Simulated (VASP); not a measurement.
# Ti2RuC3 in VASP: notebook, part 2 of 2

VASP 6.6.1. The steps go on from the part before.

## Step 3: Relaxation of cell and atoms, PBE

This run uses another cell than the first one, of 9.93 Å³/atom, 0.991 times its volume.

File INCAR:

```
PREC = Normal
ENCUT = 520
EDIFF = 1E-5
ISMEAR = 0
SIGMA = 0.15
LREAL = Auto
LASPH = T
NELM = 80
ALGO = Fast
ISIF = 3
LWAVE = F
LCHARG = F
GGA = PE
IBRION = 2
NSW = 110
EDIFFG = -0.03
ISYM = 0
KPAR = 4
```

File KPOINTS:

```
regular mesh
0
Gamma
  4 4 4
```

File POSCAR:

```
Ti2RuC3
1.0
   -1.6030686500      2.2276694500      4.5206164200
    1.4558966000     -2.1285580000      4.4219369400
    3.2079423100      4.2584006700     -8.9452807300
Ti Ru C
4 2 6
Direct
    0.3540669400      0.3865383800      0.0400957600
    0.3230436000      0.3421299800      0.5012633400
    0.6694334000      0.6736460600      0.0061726800
    0.6637091400      0.6845176400      0.5124931300
    0.0128835000      0.0160966700      0.9967630400
    0.9620193900      0.0172871600      0.4813368800
    0.1233963200      0.5884118900      0.2128501200
    0.1328957300      0.6764892100      0.7266249500
    0.7992175800      0.3419776200      0.2492835600
    0.8754227800      0.3204871900      0.7545758500
    0.5375157000      0.9884271300      0.2630113200
    0.5239305800      0.9971559900      0.7452524000
```

Potentials or basis: VASP PAW PBE potentials, release 64 (Ti_sv, Ru_pv, C).

On the command line:

```console
cat potpaw_PBE.64/Ti_sv/POTCAR potpaw_PBE.64/Ru_pv/POTCAR potpaw_PBE.64/C/POTCAR > POTCAR
mpirun -np 4 vasp_std > vasp.out
```

OUTCAR:

```text
PREC = Normal
   ENCUT = 520
   EDIFF = 1E-5
   ISMEAR = 0
   LREAL = Auto
   LASPH = T
   NELM = 80
   ISIF = 3
   GGA = PE
   IBRION = 2
   NSW = 110
   EDIFFG = -0.03
   ISYM = 0

 ion  position               nearest neighbor table
   1  0.354  0.387  0.040-   9 1.98  11 1.98   7 2.10  10 2.16   8 2.17  12 2.45   5 2.80   6 2.82
                             5 3.10
   2  0.323  0.342  0.501-   8 2.07  12 2.15   9 2.24  11 2.25  10 2.36   7 2.38   6 2.90   6 3.04
                             5 3.13
   3  0.669  0.674  0.006-  12 2.06   9 2.07   7 2.09  11 2.12  10 2.32   8 2.39   6 2.86   5 2.91
                             5 3.03
   4  0.664  0.685  0.512-  12 1.95   8 1.98  10 2.11   9 2.13  11 2.15   7 2.29   6 2.82   5 2.90
                             5 3.02   6 3.11
   5  0.013  0.016  0.997-   7 1.74  12 2.12   8 2.14  10 2.20  11 2.37   9 2.42   1 2.80   4 2.90
                             3 2.91   4 3.02   3 3.03   6 3.03   6 3.10   1 3.10   2 3.13
   6  0.962  0.017  0.481-  11 1.82   8 2.10  10 2.11   7 2.14   9 2.21  12 2.42   1 2.82   4 2.82
                             3 2.86   2 2.90   5 3.03   2 3.04   5 3.10   4 3.11
   7  0.123  0.588  0.213-   5 1.74   3 2.09   1 2.10   6 2.14   4 2.29   2 2.38
   8  0.133  0.676  0.727-   4 1.98   2 2.07   6 2.10   5 2.14   1 2.17   3 2.39
   9  0.799  0.342  0.249-   1 1.98   3 2.07   4 2.13   6 2.21   2 2.24   5 2.42
  10  0.875  0.320  0.755-   4 2.11   6 2.11   1 2.16   5 2.20   3 2.32   2 2.36
  11  0.538  0.988  0.263-   6 1.82   1 1.98   3 2.12   4 2.15   2 2.25   5 2.37
  12  0.524  0.997  0.745-   4 1.95   3 2.06   5 2.12   2 2.15   6 2.42   1 2.45

IMPORTANT INFORMATION: All symmetrisations will be switched off!
NOSYMM: (Re-)initialisation of all symmetry stuff for point group C_1.

----------------------------------------------------------------------------------------

                                     Primitive cell

  volume of cell :     119.1701

  direct lattice vectors                    reciprocal lattice vectors
    -1.603068650  2.227669450  4.520616420     0.001763611  0.228318392  0.109323428
     1.455896600 -2.128558000  4.421936940     0.328754689 -0.001359213  0.117250429
     3.207942310  4.258400670 -8.945280730     0.163405169  0.114711829  0.001417874

  length of vectors
     5.288507643  5.118976496 10.413592918     0.253148198  0.349040336  0.199654861

  position of ions in fractional coordinates (direct lattice)
     0.354066940  0.386538380  0.040095760
     0.323043600  0.342129980  0.501263340
     0.669433400  0.673646060  0.006172680
     0.663709140  0.684517640  0.512493130
[... 149 lines left out ...]

------------------------ aborting loop because EDIFF is reached ----------------------------------------

  FORCE on cell =-STRESS in cart. coord.  units (eV):
  Direction    XX          YY          ZZ          XY          YZ          ZX
  --------------------------------------------------------------------------------------
  -------------------------------------------------------------------------------------
  Total       14.3261873     12.0080931     11.0084875      0.5430251     -2.3369012      7.6642320
  in kB      192.6078373    161.4423145    148.0031586      7.3006782    -31.4183719    103.0414520
  external PRESSURE =     167.3511035 kB  Pullay stress =       0.0000000 kB
[... 79 lines left out ...]
--------------------------------------- Ionic step        3  -------------------------------------------

 number of electron     100.0000006 magnetization

 E-fermi :   9.7119     XC(G=0): -12.7182

 val. band max:        9.6954880363   @ k =   0.2500   0.2500   0.5000
 cond. band min:       9.7267570754   @ k =  -0.0000   0.0000   0.5000
 fundamental gap:      0.0312690390
 Fermi energy:         9.7118904994

 k-point     1 :       0.0000    0.0000    0.0000
  band No.  band energies     occupation
      1     -47.4466      2.00000
      2     -47.4107      2.00000
      3     -47.3214      2.00000
      4     -47.2652      2.00000
      5     -33.7686      2.00000
      6     -33.6935      2.00000
[... 1542 lines left out ...]
  FREE ENERGIE OF THE ION-ELECTRON SYSTEM (eV)
  ---------------------------------------------------
  free  energy   TOTEN  =      -107.5181357429 eV

  energy  without entropy=     -107.4353575189  energy(sigma->0) =     -107.47674663

[... ionic steps 4 to 15 ...]

--------------------------------------- Ionic step       16  -------------------------------------------

 number of electron      99.9999975 magnetization

------------------------ aborting loop because EDIFF is reached ----------------------------------------
[... 87 lines left out ...]
--------------------------------------- Ionic step       18  -------------------------------------------

 number of electron      99.9999974 magnetization

 Free energy of the ion-electron system (eV)
  ---------------------------------------------------
  ext. energy  EPLUGINS =         0.00000000
  ---------------------------------------------------
  free energy    TOTEN  =      -108.44397512 eV

  energy without entropy =     -108.36363501  energy(sigma->0) =     -108.40380507

 E-fermi :  10.5777     XC(G=0): -13.0656

 val. band max:       10.5673590132   @ k =   0.5000   0.2500   0.0000
 cond. band min:      10.6025544073   @ k =   0.2500   0.0000   0.2500
 fundamental gap:      0.0351953941
 Fermi energy:        10.5776783426

 k-point     1 :       0.0000    0.0000    0.0000
  band No.  band energies     occupation
      1     -46.4239      2.00000
      2     -46.3724      2.00000
      3     -46.3598      2.00000
      4     -46.3579      2.00000
      5     -33.1295      2.00000
      6     -33.0618      2.00000
[... 1542 lines left out ...]
  FREE ENERGIE OF THE ION-ELECTRON SYSTEM (eV)
  ---------------------------------------------------
  free  energy   TOTEN  =      -108.4439751228 eV

  energy  without entropy=     -108.3636350144  energy(sigma->0) =     -108.40380507

 reached required accuracy - stopping structural energy minimisation
```

CONTCAR:

```text
Ti2RuC3
   1.00000000000000
    -1.5210617646965916    2.1849231737155250    4.5305519197256992
     1.5204398164615522   -2.1844903069651753    4.5304800286282365
     3.0445632747476949    4.3701794463200665   -9.0616152485578603
  Ti              Ru              C
     4     2     6
Direct
     0.3331662142546618    0.3355818024586070    0.9998946204465613
     0.3297901435658245    0.3367657880940484    0.4986656683570070
     0.6666461443899969    0.6690095731375348    0.9999127384123667
     0.6631917293371324    0.6701179949063600    0.4985779185387265
     0.9978845304484255    0.9618406573099905    0.9787556276064884
     0.9982638057423850    0.0430001933958578    0.5193636645146382
     0.1625443345530070    0.6671522494724695    0.2491089493309949
     0.1712014323694092    0.6757501726779230    0.7491154891803294
     0.8336593514324883    0.3384448443972733    0.2489973210901697
     0.8248857809501098    0.3297887636192843    0.7491057819119701
     0.4980906756567333    0.0028325322232190    0.2490562856828639
     0.4982105172998302    0.0028803483074507    0.7491689649278839

  0.00000000E+00  0.00000000E+00  0.00000000E+00
  0.00000000E+00  0.00000000E+00  0.00000000E+00
  0.00000000E+00  0.00000000E+00  0.00000000E+00
  0.00000000E+00  0.00000000E+00  0.00000000E+00
  0.00000000E+00  0.00000000E+00  0.00000000E+00
  0.00000000E+00  0.00000000E+00  0.00000000E+00
  0.00000000E+00  0.00000000E+00  0.00000000E+00
  0.00000000E+00  0.00000000E+00  0.00000000E+00
  0.00000000E+00  0.00000000E+00  0.00000000E+00
  0.00000000E+00  0.00000000E+00  0.00000000E+00
  0.00000000E+00  0.00000000E+00  0.00000000E+00
  0.00000000E+00  0.00000000E+00  0.00000000E+00
```

Run time: 31 min. Hardware: 4 MPI ranks of Intel Xeon Platinum 8488C (Sapphire Rapids), shared host; peak memory 0.34 GiB.

Results:

```yaml
Free_energy: -108.4440 eV
Relaxed_volume: 10.04 Å³/atom
Relaxed_cell: a = 5.255 Å, b = 5.254 Å, c = 10.511 Å, α = 146.34°, β = 130.86°, γ = 60.87°
Space_group_after_relaxing_to_0.05_Å: C2/m (No. 12)
Energy_gained_by_relaxing: 260.7 meV/atom
Ionic_steps: 18
Pressure_after_relaxing: -0.1 GPa
Largest_force_after_relaxing: 0.022 eV/Å
Band_gap_on_the_k_mesh: none (metal or under the smearing width)
```

Forces on the atoms (eV/Å):
```
Ti  -0.006 -0.015  0.008
Ti  -0.004 -0.008  0.009
Ti  -0.005 -0.010  0.003
Ti   0.003  0.001 -0.006
Ru  -0.008 -0.019  0.005
Ru   0.000  0.010  0.006
C    0.006  0.002  0.005
C    0.005  0.007 -0.017
C    0.005  0.015 -0.014
C   -0.001  0.013  0.016
C    0.006  0.007 -0.010
C   -0.001 -0.003 -0.006
```

Stress tensor (GPa, compression positive):
```
-0.06  0.02  0.03
 0.02 -0.04 -0.01
 0.03 -0.01 -0.17
```

The path:
```
step  energy change (eV)  largest force (eV/Å)  pressure (GPa)  volume (Å³)
   1              0.0000                7.4151           16.74       119.17
   2             -1.1667                1.0479          -25.67       137.83
   3             -2.2022                1.5351          -12.77       128.31
   4             -2.8594                1.1829            8.02       117.63
   5             -2.8912                1.2437            3.76       119.38
   6             -3.0702                0.3808            0.43       120.39
   7             -3.0751                0.3692           -0.09       120.58
   8             -3.1082                0.2848           -0.21       120.57
   9             -3.1149                0.2130           -0.24       120.56
  10             -3.1219                0.1415            0.36       120.29
  11             -3.1231                0.1097            0.67       120.15
  12             -3.1253                0.0807           -0.82       120.82
  13             -3.1256                0.0854           -0.46       120.64
  14             -3.1274                0.0552           -0.11       120.49
  15             -3.1274                0.0571           -0.10       120.47
  16             -3.1278                0.0331            0.22       120.34
  17             -3.1278                0.0325            0.24       120.34
  18             -3.1280                0.0215           -0.09       120.48
```

Final structure:
```xyz
12
Lattice="-1.5211 2.1849 4.5306 1.5204 -2.1845 4.5305 3.0446 4.3702 -9.0616" Properties=species:S:1:pos:R:3 pbc="T T T"
Ti    3.0477    4.3646   -6.0309
Ti    1.5286    2.1642   -1.4989
Ti    3.0475    4.3649   -3.0096
Ti    1.5281    2.1640    1.5227
Ru    2.9245    4.3565    0.0095
Ru    0.1282    4.3569    0.0112
C     1.5256   -0.0136    1.5016
C     3.0478    2.1717   -2.9511
C     0.0046    2.1703    3.0539
C     1.5274    4.3556   -1.5568
C     0.0049    2.1705    0.0126
C     1.5275    4.3563   -4.5185
```

Caveat: the k mesh is coarse (spacing up to 0.55 Å⁻¹), so the values aren't converged.
